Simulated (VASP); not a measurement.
VASP input:

KPOINTS:
```
kpoints
0
Gamma
  6 6 6
0 0 0
```

**POSCAR**
```
SrCl2
1
    0.0000000000     3.5584487503     3.5584487503
    3.5584487503     0.0000000000     3.5584487503
    3.5584487503     3.5584487503     0.0000000000
Sr Cl
1 2
Direct
  0.0000000000   0.0000000000   0.0000000000
  0.2500000000   0.2500000000   0.2500000000
  0.7500000000   0.7500000000   0.7500000000
```

**INCAR**
```
# general
SYSTEM  = SrCl2
PREC    = Accurate
ENCUT   = 520
LREAL   = .FALSE.
LASPH   = .TRUE.

# electronic loop
EDIFF   = 1E-7
NELM    = 100
ALGO    = Normal
LMAXMIX = 4

# smearing
ISMEAR  = 0
SIGMA   = 0.05

# functional
GGA     = PE
IVDW    = 13

# ions
ISIF    = 2

# output
LWAVE   = .FALSE.
LCHARG  = .FALSE.
```

POTCAR, in this order: Sr_sv Cl (PBE.64 set). Program: vasp_std.

Problem. Translate this PBE-D4 calculation to Ansatz.

Solution. One equivalent input (not run):
Ansatz 0.2 input:
```yaml
crystal:
  lattice:
    - [0.0000000, 3.5584488, 3.5584488]
    - [3.5584488, 0.0000000, 3.5584488]
    - [3.5584488, 3.5584488, 0.0000000]
  atoms:
    - { symbol: Sr, position: [0.0000000, 0.0000000, 0.0000000] }
    - { symbol: Cl, position: [0.2500000, 0.2500000, 0.2500000] }
    - { symbol: Cl, position: [0.7500000, 0.7500000, 0.7500000] }
kpoints:
  mp_grid: { grid: [6, 6, 6] }
hamiltonian:
  xc: pbe
  dispersion: d4
  pseudopotentials: { kind: paw }
scf:
  occupations: { method: gaussian, width: 0.05 }
  max_iter: 100
output: { forces: true, stress: true, eigenvalues: true }
```
What does not carry over: each code has its own PAW files, so the cut-off isn't converted (ENCUT is set for VASP's; basis.ecutwfc is left out, and Ansatz then takes the one that its files recommend); Ansatz stops its SCF on the density residual and VASP on the energy change (EDIFF).

The compound is SrCl2 in the fluorite structure. This cell is one point of a volume scan, at 1.06 of the reference volume.
